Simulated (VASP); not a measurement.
Level of theory: PBEsol GGA, VASP's PBE PAW potentials (set 64) (plane waves; VASP).

A VASP calculation is set up with these files.

### INCAR
```
SYSTEM = Se
PREC = Accurate; ENCUT = 400; LREAL = F
LASPH = T
EDIFF = 1E-7; NELM = 100; ALGO = Normal
LMAXMIX = 4
ISMEAR = -5
GGA = PS
ISIF = 2
LWAVE = F; LCHARG = T; LORBIT = 11
NEDOS = 601
LEFG = T
```

**KPOINTS**
```
Regular mesh
0
gamma
 6 6 6
```

### POSCAR
```
Se
6.1823290
  0.8660253520   0.5000000160   0.2477927224
 -0.8660254427   0.4999998589   0.2477927224
  0.0000000907  -1.0000000197   0.2477927058
Se
6
Direct
  0.8330701241   0.6986791454   0.0920380858
  0.1669298759   0.3013208546   0.9079619142
  0.0920380857   0.8330701240   0.6986791452
  0.9079619143   0.1669298760   0.3013208548
  0.6986791453   0.0920380857   0.8330701240
  0.3013208547   0.9079619143   0.1669298760
```

POTCAR, in this order: Se (PBE.64 set). Program: vasp_std.

Q: Predict the energy per atom (σ→0).

A: 
```yaml
energy per atom (σ→0): -3.819 eV/atom
```

File OSZICAR:
```
...
DAV:   7    -0.229140808286E+02    0.54190E-01   -0.16975E-01  2284   0.223E+00    0.261E-01
DAV:   8    -0.229131156451E+02    0.96518E-03   -0.17094E-02  2144   0.745E-01    0.129E-01
DAV:   9    -0.229132160780E+02   -0.10043E-03   -0.63232E-04  2346   0.133E-01    0.389E-02
DAV:  10    -0.229132217154E+02   -0.56373E-05   -0.61253E-05  2316   0.434E-02    0.830E-03
DAV:  11    -0.229132234440E+02   -0.17287E-05   -0.59728E-06  2198   0.138E-02    0.500E-03
DAV:  12    -0.229132237832E+02   -0.33912E-06   -0.99852E-07  2178   0.568E-03    0.110E-03
DAV:  13    -0.229132238390E+02   -0.55823E-07   -0.15558E-07  1634   0.225E-03
   1 F= -.22913224E+02 E0= -.22913224E+02  d E =0.000000E+00
```

The structure comes from a computed database's Se entry (R-3); how it stands against other phases isn't given here. It was relaxed first, which changed the volume by -15 %.
